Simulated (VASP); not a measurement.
Method: PBEsol GGA, VASP's PBE PAW potentials (set 64) (plane waves; VASP 6.6.1).

The input files of a VASP run:

**POSCAR**
```
Ni
1.0
  0.0000000000   1.7189996503   1.7189996503
  1.7189996503   0.0000000000   1.7189996503
  1.7189996503   1.7189996503   0.0000000000
Ni
1
direct
  0.0000000000   0.0000000000   0.0000000000
```

### INCAR
```
# general
SYSTEM =Ni
PREC   =Accurate
ENCUT  =500
LREAL  =.FALSE.
LASPH  =.TRUE.

# electronic loop
EDIFF  =1E-6
NELM   =100
ALGO   =Normal
LMAXMIX=4

# smearing
ISMEAR =1
SIGMA  =0.1

# functional
GGA    =PS

# spin
ISPIN  =2
MAGMOM =0.6

# ions
IBRION =2
NSW    =40
ISIF   =3
EDIFFG =-0.02
PSTRESS=50

# output
LWAVE  =.FALSE.
LCHARG =.FALSE.
LORBIT =10
```

**KPOINTS**
```
Automatic mesh
0
Gamma
18 18 18
0 0 0
```

POTCAR, in this order: Ni (PBE.64 set). Program: vasp_std.

Problem. What will the output report for the number of irreducible k-points (NKPTS), largest plane-wave count, number of space-group operations, FFT grid (NGX, NGY, NGZ)?

Solution. 
The number of irreducible k-points (NKPTS) is 195 and the largest plane-wave count comes out as 271. The number of space-group operations is 48 and the FFT grid (NGX, NGY, NGZ) comes out as 18 × 18 × 18.

The compound is Ni in the fcc structure. It was relaxed first under an external pressure of 5 GPa.
